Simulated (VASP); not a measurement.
Given:

```
HfO2
1.0
    0.00000     2.50925     2.50925
    2.50925     0.00000     2.50925
    2.50925     2.50925     0.00000
Hf O
1 2
Direct
  0.00000   0.00000   0.00000
  0.25000   0.25000   0.25000
  0.75000   0.75000   0.75000
```

Computed with PBEsol GGA, VASP's PBE PAW potentials (set 64) (plane waves; VASP). Run with 620 eV cut-off, 8×8×8 Γ-centred mesh, Gaussian smearing of 0.050 eV, potentials Hf_pv O.

Unless said otherwise, spin-orbit coupling is left out, though it shifts the bands of the heavy elements here.

Predict the energy per atom (σ→0), band gap (on the k-mesh) with the smallest direct gap where there is one.

```json
{
 "band gap (on the k-mesh)": "3.75 eV",
 "smallest direct gap (on the k-mesh)": "3.75 eV",
 "energy per atom (σ→0)": "-10.548 eV/atom"
}
```

The absolute energy has meaning only against runs of the same code, potentials and settings.

The compound is HfO2 in the fluorite structure, the high-temperature cubic form, which is unstable at 0 K; the monoclinic form is the stable one. It was relaxed first.
